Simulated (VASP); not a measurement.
# GW on KBr: a test of the settings

Aim: test the GW correction to the gap of KBr. The starting structure is a measured crystal structure from the Crystallography Open Database. Cell and atoms stay as given.

Main program and level: VASP 6.6.1; GW on LDA orbitals, with plane waves and PAW data sets made for GW.

## (1) Set-up

The structure is cubic, space group Fm-3m (No. 225). Conventional cell: a = 6.585 Å, b = 6.585 Å, c = 6.585 Å, α = 90.00°, β = 90.00°, γ = 90.00°. Nearest to Br lie 6 K at 3.29 Å. Nearest to K lie 6 Br at 3.29 Å. Farther neighbours and most contacts between anions are not listed.

## (2) G0W0 (response cutoff 100 eV, 3×3×3 mesh)

It reads the orbitals and their derivatives (WAVECAR and WAVEDER) of a run with the empty bands, which follows a ground-state run; neither is shown.

Contents of INCAR:

```
SYSTEM = KBr
PREC = Accurate
ENCUT = 300
ISMEAR = 0
SIGMA = 0.01
LREAL = .FALSE.
GGA = CA
NBANDS = 164
ALGO = EVGW0
NELMGW = 1
ENCUTGW = 100
NOMEGA = 40
PRECFOCK = Fast
NBANDSGW = 16
LWAVE = .FALSE.
LCHARG = .FALSE.
```

Contents of POSCAR:

```
KBr
1.0
    0.0000000000      3.2923500000      3.2923500000
    3.2923500000      0.0000000000      3.2923500000
    3.2923500000      3.2923500000      0.0000000000
Br K
1 1
Direct
    0.5000000000      0.5000000000      0.5000000000
    0.0000000000      0.0000000000      0.0000000000
```

Contents of KPOINTS:

```
Automatic mesh
0
Gamma
3 3 3
0 0 0
```

Potentials, in the order of the species: Br_GW and K_sv_GW (LDA family, release 64).

On the command line:

```sh
$ mpirun -np 4 vasp_std
```

Log:

```text
[banner, memory and clock lines left out]
running    4 mpi-ranks, on    1 nodes
 distrk:  each k-point on    4 cores,    1 groups
 distr:  one band on    1 cores,    4 groups

 POSCAR found type information on POSCAR BrK
 POSCAR found :  2 types and       2 ions
|                                                                             |
|           W    W    AA    RRRRR   N    N  II  N    N   GGGG   !!!           |
|           W    W   A  A   R    R  NN   N  II  NN   N  G    G  !!!           |
|           W    W  A    A  R    R  N N  N  II  N N  N  G       !!!           |
|           W WW W  AAAAAA  RRRRR   N  N N  II  N  N N  G  GGG   !            |
|           WW  WW  A    A  R   R   N   NN  II  N   NN  G    G                |
|           W    W  A    A  R    R  N    N  II  N    N   GGGG   !!!           |
|                                                                             |
|     The default for ENCUTGWSOFT is different in this version of VASP.       |
|     please manually set ENCUTGWSOFT =100 in the INCAR file.                 |
|                                                                             |

 LDA part: xc-table for (Slater(with rela. corr.)+CA(PZ))
 , standard interpolation
 found WAVECAR, reading the header
 POSCAR, INCAR and KPOINTS ok, starting setup
 FFT: planning ... GRIDC
 FFT: planning ... GRID_SOFT
 FFT: planning ... GRID
 reading WAVECAR
 the WAVECAR file was read successfully
 initial charge from wavefunction
 available memory per node:    183.10 GB, setting MAXMEM to    187496

 The Fermi energy was updated, please check that it is located mid-gap
 values below the HOMO (VB) or above the LUMO (CB) will cause erroneous energies
 E-fermi :   1.2798

 calculate exact exchange contribution
 the WAVEDER file was read successfully
energies w=
    0.000    0.000    1.155    0.000    2.304    0.000    3.440    0.000
    4.557    0.000    5.653    0.000    6.726    0.000    7.775    0.000
    8.800    0.000    9.805    0.000   10.792    0.000   11.765    0.000
   12.729    0.000   13.688    0.000   14.647    0.000   15.614    0.000
   16.593    0.000   17.593    0.000   18.621    0.000   19.686    0.000
   20.800    0.000   21.973    0.000   23.222    0.000   24.564    0.000
   26.020    0.000   27.618    0.000   29.393    0.000   31.390    0.000
   33.669    0.000   36.311    0.000   39.429    0.000   43.181    0.000
   47.805    0.000   53.665    0.000   61.349    0.000   71.873    0.000
   87.162    0.000  111.345    0.000  155.171    0.000  258.211    0.000
 responsefunction array rank=     172
 LDA part: xc-table for (Slater(with rela. corr.)+CA(PZ))
 , standard interpolation

 min. memory requirement per mpi rank     90.1 MB, per node    360.2 MB

 allocating  10 responsefunctions rank=   172
 shmem allocating  40 responsefunctions rank=   172
 response function shared by NCSHMEM nodes    1
 Doing           10  frequencies on each core in blocks of           40
NQ=   1    0.0000    0.0000    0.0000,
|.........|.........|.........|.........|.........|.........|.........|.........
 performed         88000 updates of chi_q(r,r)
 total number of BLAS operations         20.19 Gflops
NQ=   2    0.3333    0.0000    0.0000,
|.........|.........|.........|.........|.........|.........|.........|.........
 performed        276000 updates of chi_q(r,r)
 total number of BLAS operations         55.42 Gflops
NQ=   3    0.3333    0.3333    0.0000,
|.........|.........|.........|.........|.........|.........|.........|.........
 performed        443000 updates of chi_q(r,r)
 total number of BLAS operations         94.05 Gflops
NQ=   4   -0.3333    0.3333    0.0000,
|.........|.........|.........|.........|.........|.........|.........|.........
 performed        641000 updates of chi_q(r,r)
 total number of BLAS operations        136.78 Gflops
 resolving degeneracies of screened two electron integrals

 calculate QP shifts <psi_nk| G(iteration)W_0 |psi_nk>: iteration 1
 entering main loop
```

The job ended after 7 s (4 MPI ranks of Intel Xeon Platinum 8375C at 2.90GHz (Ice Lake), shared host; peak memory 0.6 GiB; 25 s of CPU time).

Lines that name or quote the potential files are left out of all logs, and their timing lines are given in words.

From OUTCAR (step 2):

```text
ion  position               nearest neighbor table
   1  0.500  0.500  0.500-
   2  0.000  0.000  0.000-

  LATTYP: Found a face centered cubic cell.
 ALAT       =     6.5847000000

 Subroutine GETGRP returns: Found 48 space group operations
 (whereof 48 operations were pure point group operations)

The static configuration has the point symmetry O_h .

 Found      4 irreducible k-points:

   k-points           NKPTS =      4   k-points in BZ     NKDIM =     27   number of bands    NBANDS=    164

   dimension x,y,z NGX =    28 NGY =   28 NGZ =   28
   dimension x,y,z NGXF=    56 NGYF=   56 NGZF=   56

   ENCUT  =  300.0 eV  22.05 Ry    4.70 a.u.   6.58  6.58  6.58*2*pi/ulx,y,z

   NELECT =      16.0000    total number of electrons

  energy-cutoff  :      300.00
  volume of cell :       71.38
      direct lattice vectors                 reciprocal lattice vectors
     0.000000000  3.292350000  3.292350000    -0.151867207  0.151867207  0.151867207
     3.292350000  0.000000000  3.292350000     0.151867207 -0.151867207  0.151867207
     3.292350000  3.292350000  0.000000000     0.151867207  0.151867207 -0.151867207

 k-points in reciprocal lattice and weights: Automatic mesh
   0.00000000  0.00000000  0.00000000       0.037
   0.33333333  0.00000000  0.00000000       0.296
   0.33333333  0.33333333  0.00000000       0.222
  -0.33333333  0.33333333  0.00000000       0.444

 E-fermi :   1.2798

 QP shifts <psi_nk| G(iteration)W_0 |psi_nk>: iteration 1
 for sc-GW calculations column KS-energies equals QP-energies in previous step
 and V_xc(KS)=  KS-energies - (<T + V_ion + V_H > + <T+V_H+V_ion>^1  + <V_x>^1)
 k-point   1 :       0.0000    0.0000    0.0000
  band No.  KS-energies  QP-energies   sigma(KS)   V_xc(KS)     V^pw_x(r,r')   Z            occupation Imag(sigma)
    ...
      5     -11.8589     -14.6214     -21.2229     -17.7371     -24.5482       0.7925       2.0000       0.1988
      6      -0.7440      -2.3071     -14.7678     -12.7953     -16.5257       0.7924       2.0000       0.1368
      7      -0.7440      -2.3071     -14.7678     -12.7953     -16.5257       0.7924       2.0000       0.1368
      8      -0.7440      -2.3071     -14.7678     -12.7953     -16.5257       0.7924       2.0000       0.1368
      9       3.3037       4.4116      -6.0147      -7.3349      -3.0876       0.8392       0.0000      -0.1110
     10       6.5986       8.2642      -6.7020      -8.7050      -3.5564       0.8315       0.0000      -0.1370
     11       6.5986       8.2642      -6.7020      -8.7050      -3.5564       0.8315       0.0000      -0.1370
     12       6.5986       8.2642      -6.7020      -8.7050      -3.5564       0.8315       0.0000      -0.1370
    ...

 k-point   2 :       0.3333    0.0000    0.0000
  band No.  KS-energies  QP-energies   sigma(KS)   V_xc(KS)     V^pw_x(r,r')   Z            occupation Imag(sigma)
    ...
      5     -11.6796     -14.2136     -20.7205     -17.5183     -24.3370       0.7913       2.0000       0.3159
      6      -1.7567      -3.3984     -13.5239     -11.4339     -15.2998       0.7855       2.0000       0.1521
      7      -1.0185      -2.5982     -14.4551     -12.4585     -16.2221       0.7911       2.0000       0.1399
      8      -1.0185      -2.5982     -14.4551     -12.4585     -16.2221       0.7911       2.0000       0.1399
      9       5.1117       6.2472      -6.3275      -7.6940      -3.3482       0.8310       0.0000      -0.1189
     10       6.6884       8.1268      -7.0171      -8.7742      -3.8588       0.8186       0.0000      -0.1481
     11       7.8028       9.6072      -7.0996      -9.3020      -3.7871       0.8193       0.0000      -0.1558
     12       7.8028       9.6072      -7.0996      -9.3020      -3.7871       0.8193       0.0000      -0.1558
    ...

 k-point   3 :       0.3333    0.3333    0.0000
  band No.  KS-energies  QP-energies   sigma(KS)   V_xc(KS)     V^pw_x(r,r')   Z            occupation Imag(sigma)
    ...
      5     -11.8337     -14.4916     -20.8801     -17.5229     -24.3518       0.7917       2.0000       0.2621
      6      -1.6219      -3.2637     -13.8273     -11.7359     -15.6338       0.7850       2.0000       0.1500
      7      -0.9853      -2.5841     -14.5671     -12.5515     -16.3455       0.7932       2.0000       0.1388
      8      -0.9853      -2.5841     -14.5671     -12.5515     -16.3455       0.7932       2.0000       0.1388
      9       5.1133       6.4241      -5.9162      -7.4855      -2.9614       0.8353       0.0000      -0.1244
     10       5.4759       6.7722      -6.7100      -8.2734      -3.6054       0.8291       0.0000      -0.1242
     11       8.1530      10.4079      -8.3710     -11.1158      -5.0272       0.8215       0.0000      -0.1470
     12       8.5565       9.8210      -6.8343      -8.3915      -3.4820       0.8121       0.0000      -0.1775
    ...

 k-point   4 :      -0.3333    0.3333    0.0000
  band No.  KS-energies  QP-energies   sigma(KS)   V_xc(KS)     V^pw_x(r,r')   Z            occupation Imag(sigma)
    ...
      5     -11.7468     -14.3257     -20.7796     -17.5170     -24.3441       0.7905       2.0000       0.2974
      6      -1.5969      -3.2383     -13.8081     -11.7220     -15.6023       0.7868       2.0000       0.1497
      7      -1.3949      -3.0311     -14.1287     -12.0552     -15.9315       0.7891       2.0000       0.1444
      8      -1.1122      -2.7037     -14.4147     -12.3952     -16.1988       0.7881       2.0000       0.1417
      9       5.9193       7.2113      -6.3587      -7.9191      -3.3320       0.8280       0.0000      -0.1316
     10       7.0198       8.3809      -6.7824      -8.4443      -3.6190       0.8191       0.0000      -0.1541
     11       7.5276       8.9664      -7.1384      -8.8823      -3.8408       0.8250       0.0000      -0.1413
     12       8.0979      10.0219      -7.5233      -9.8800      -4.0755       0.8164       0.0000      -0.1681
    ...
```

G0W0 (response cutoff 100 eV, 3×3×3 mesh): the quasiparticle gap on this mesh is 6.719 eV, +2.671 eV from the LDA gap on the same points, with 164 bands.

## (3) G0W0 (response cutoff 160 eV, 3×3×3 mesh)

It reads the orbitals and their derivatives (WAVECAR and WAVEDER) of a run with the empty bands, which follows a ground-state run; neither is shown.

INCAR: that of step 2 with these lines changed.

```diff
@@ -7,6 +7,6 @@
 GGA = CA
-NBANDS = 164
+NBANDS = 332
 ALGO = EVGW0
 NELMGW = 1
-ENCUTGW = 100
+ENCUTGW = 160
 NOMEGA = 40
```

POSCAR is that of step 2.

KPOINTS is that of step 2.

On the command line:

```sh
$ mpirun -np 4 vasp_std
```

Log:

```text
[banner, memory and clock lines left out]
running    4 mpi-ranks, on    1 nodes
[...]
|                                                                             |
|           W    W    AA    RRRRR   N    N  II  N    N   GGGG   !!!           |
|           W    W   A  A   R    R  NN   N  II  NN   N  G    G  !!!           |
|           W    W  A    A  R    R  N N  N  II  N N  N  G       !!!           |
|           W WW W  AAAAAA  RRRRR   N  N N  II  N  N N  G  GGG   !            |
|           WW  WW  A    A  R   R   N   NN  II  N   NN  G    G                |
|           W    W  A    A  R    R  N    N  II  N    N   GGGG   !!!           |
|                                                                             |
|     The default for ENCUTGWSOFT is different in this version of VASP.       |
|     please manually set ENCUTGWSOFT =160 in the INCAR file.                 |
|                                                                             |

 LDA part: xc-table for (Slater(with rela. corr.)+CA(PZ))
[...]
min. memory requirement per mpi rank    174.8 MB, per node    699.3 MB

 allocating  10 responsefunctions rank=   332
 shmem allocating  40 responsefunctions rank=   332
 response function shared by NCSHMEM nodes    1
 Doing           10  frequencies on each core in blocks of           40
NQ=   1    0.0000    0.0000    0.0000,
|.........|.........|.........|.........|.........|.........|.........|.........
 performed        182000 updates of chi_q(r,r)
 total number of BLAS operations        159.93 Gflops
NQ=   2    0.3333    0.0000    0.0000,
|.........|.........|.........|.........|.........|.........|.........|.........
 performed        566000 updates of chi_q(r,r)
 total number of BLAS operations        498.82 Gflops
NQ=   3    0.3333    0.3333    0.0000,
|.........|.........|.........|.........|.........|.........|.........|.........
 performed        907000 updates of chi_q(r,r)
 total number of BLAS operations        784.12 Gflops
NQ=   4   -0.3333    0.3333    0.0000,
|.........|.........|.........|.........|.........|.........|.........|.........
 performed       1312000 updates of chi_q(r,r)
 total number of BLAS operations       1122.62 Gflops
 resolving degeneracies of screened two electron integrals

 calculate QP shifts <psi_nk| G(iteration)W_0 |psi_nk>: iteration 1
 entering main loop
[key lines of the parts left out:]
E-fermi :   1.2798
```

The job ended after 27 s (4 MPI ranks; peak memory 0.97 GiB; 1.7 min of CPU time).

From OUTCAR (step 3):

```text
 QP shifts <psi_nk| G(iteration)W_0 |psi_nk>: iteration 1
 for sc-GW calculations column KS-energies equals QP-energies in previous step
 and V_xc(KS)=  KS-energies - (<T + V_ion + V_H > + <T+V_H+V_ion>^1  + <V_x>^1)
 k-point   1 :       0.0000    0.0000    0.0000
  band No.  KS-energies  QP-energies   sigma(KS)   V_xc(KS)     V^pw_x(r,r')   Z            occupation Imag(sigma)
    ...
      5     -11.8589     -14.7807     -21.4523     -17.7371     -24.5482       0.7865       2.0000       0.1988
      6      -0.7440      -2.5362     -15.0626     -12.7953     -16.5257       0.7905       2.0000       0.1388
      7      -0.7440      -2.5362     -15.0626     -12.7953     -16.5257       0.7905       2.0000       0.1388
      8      -0.7440      -2.5362     -15.0626     -12.7953     -16.5257       0.7905       2.0000       0.1388
      9       3.3037       4.3577      -6.0781      -7.3349      -3.0876       0.8386       0.0000      -0.1077
     10       6.5986       8.2043      -6.7727      -8.7050      -3.5564       0.8310       0.0000      -0.1360
     11       6.5986       8.2043      -6.7727      -8.7050      -3.5564       0.8310       0.0000      -0.1360
     12       6.5986       8.2043      -6.7727      -8.7050      -3.5564       0.8310       0.0000      -0.1360
    ...

[... 1 part as in an earlier step ...]

[... 2 further parts left out ...]
[key lines of the parts left out:]
E-fermi :   1.2798
```

G0W0 (response cutoff 160 eV, 3×3×3 mesh): the quasiparticle gap on this mesh is 6.894 eV, +2.846 eV from the LDA gap on the same points, with 332 bands.

## (4) G0W0 (response cutoff 240 eV, 3×3×3 mesh)

It reads the orbitals and their derivatives (WAVECAR and WAVEDER) of a run with the empty bands, which follows a ground-state run; neither is shown.

INCAR: that of step 3 with these lines changed.

```diff
@@ -7,6 +7,6 @@
 GGA = CA
-NBANDS = 332
+NBANDS = 604
 ALGO = EVGW0
 NELMGW = 1
-ENCUTGW = 160
+ENCUTGW = 240
 NOMEGA = 40
```

POSCAR is that of step 3.

KPOINTS is that of step 3.

On the command line:

```sh
$ mpirun -np 4 vasp_std
```

Log:

```text
[banner, memory and clock lines left out]
running    4 mpi-ranks, on    1 nodes
[...]
|                                                                             |
|           W    W    AA    RRRRR   N    N  II  N    N   GGGG   !!!           |
|           W    W   A  A   R    R  NN   N  II  NN   N  G    G  !!!           |
|           W    W  A    A  R    R  N N  N  II  N N  N  G       !!!           |
|           W WW W  AAAAAA  RRRRR   N  N N  II  N  N N  G  GGG   !            |
|           WW  WW  A    A  R   R   N   NN  II  N   NN  G    G                |
|           W    W  A    A  R    R  N    N  II  N    N   GGGG   !!!           |
|                                                                             |
|     The default for ENCUTGWSOFT is different in this version of VASP.       |
|     please manually set ENCUTGWSOFT =240 in the INCAR file.                 |
|                                                                             |

 LDA part: xc-table for (Slater(with rela. corr.)+CA(PZ))
[...]
min. memory requirement per mpi rank    414.8 MB, per node   1659.1 MB

 allocating  10 responsefunctions rank=   612
 shmem allocating  40 responsefunctions rank=   612
 response function shared by NCSHMEM nodes    1
 Doing           10  frequencies on each core in blocks of           40
NQ=   1    0.0000    0.0000    0.0000,
|.........|.........|.........|.........|.........|.........|.........|.........
 performed        334000 updates of chi_q(r,r)
 total number of BLAS operations        993.32 Gflops
NQ=   2    0.3333    0.0000    0.0000,
|.........|.........|.........|.........|.........|.........|.........|.........
 performed       1036000 updates of chi_q(r,r)
 total number of BLAS operations       3021.87 Gflops
NQ=   3    0.3333    0.3333    0.0000,
|.........|.........|.........|.........|.........|.........|.........|.........
 performed       1660000 updates of chi_q(r,r)
 total number of BLAS operations       4893.70 Gflops
NQ=   4   -0.3333    0.3333    0.0000,
|.........|.........|.........|.........|.........|.........|.........|.........
 performed       2400000 updates of chi_q(r,r)
 total number of BLAS operations       7069.72 Gflops
 resolving degeneracies of screened two electron integrals

 calculate QP shifts <psi_nk| G(iteration)W_0 |psi_nk>: iteration 1
 entering main loop
[key lines of the parts left out:]
E-fermi :   1.2798
```

The job ended after 1.7 min (4 MPI ranks; peak memory 2 GiB; 6.7 min of CPU time).

OUTCAR, selected parts (step 4):

```text
 QP shifts <psi_nk| G(iteration)W_0 |psi_nk>: iteration 1
 for sc-GW calculations column KS-energies equals QP-energies in previous step
 and V_xc(KS)=  KS-energies - (<T + V_ion + V_H > + <T+V_H+V_ion>^1  + <V_x>^1)
 k-point   1 :       0.0000    0.0000    0.0000
  band No.  KS-energies  QP-energies   sigma(KS)   V_xc(KS)     V^pw_x(r,r')   Z            occupation Imag(sigma)
    ...
      5     -11.8589     -14.9462     -21.6380     -17.7371     -24.5482       0.7914       2.0000       0.1641
      6      -0.7440      -2.6636     -15.2281     -12.7953     -16.5257       0.7890       2.0000       0.1134
      7      -0.7440      -2.6636     -15.2281     -12.7953     -16.5257       0.7890       2.0000       0.1134
      8      -0.7440      -2.6636     -15.2281     -12.7953     -16.5257       0.7890       2.0000       0.1134
      9       3.3037       4.3119      -6.1316      -7.3349      -3.0876       0.8379       0.0000      -0.1204
     10       6.5986       8.1751      -6.8065      -8.7050      -3.5564       0.8304       0.0000      -0.1430
     11       6.5986       8.1751      -6.8065      -8.7050      -3.5564       0.8304       0.0000      -0.1430
     12       6.5986       8.1751      -6.8065      -8.7050      -3.5564       0.8304       0.0000      -0.1430
    ...

[... 1 part as in an earlier step ...]

[... 2 further parts left out ...]
[key lines of the parts left out:]
E-fermi :   1.2798
```

G0W0 (response cutoff 240 eV, 3×3×3 mesh): the quasiparticle gap on this mesh is 6.976 eV, +2.928 eV from the LDA gap on the same points, with 604 bands.

(Part 1 of 2 ends here.)

[Lines on the potential files, build, host, timing and source positions are cut from VASP's logs without a mark.]

[Logs are printed without paths, hosts, clocks, repeated set-up lines and the standing remarks that a program may print on its own settings, such as how far it seeks lower states.]

[Hosts, paths, dates, database ids (printed as entryN), source tags and the programs' standing remarks are cut or masked in the printed files.]
